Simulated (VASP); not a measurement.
Input:

```yaml
crystal:
  lattice:
    - [4.44668, 0.00000, 0.00000]
    - [-2.22334, 3.85094, 0.00000]
    - [0.00000, 0.00000, 2.49119]
  atoms:
    - { symbol: Mn, position: [0.00000, 0.00000, 0.00000] }
    - { symbol: Ge, position: [0.33333, 0.66667, 0.50000] }
    - { symbol: Ge, position: [0.66667, 0.33333, 0.50000] }
```

Method: PBEsol GGA, VASP's PBE PAW potentials (set 64) (plane waves; VASP). Run with 400 eV cut-off, 9×9×14 Γ-centred mesh, tetrahedra with Blöchl corrections, potentials Mn_pv Ge_d.

The cores are frozen, which limits the accuracy of field gradients.

Question: Give the principal components of the electric field gradient (V/Å²) and the asymmetry η at each nucleus.

Answer: 
```tsv
atom	Vxx	Vyy	Vzz	η
Mn1	-2.7	-2.7	5.5	0.00
Ge2	4.5	4.5	-9.0	0.00
Ge3	4.5	4.5	-9.0	0.00
```

The structure was generated: MnGe2 was put into the AlB2 type (P6/mmm), which need not be its known phase. It was relaxed first, which changed the volume by -49 %. The run is not spin-polarised, so no magnetic state was tried.
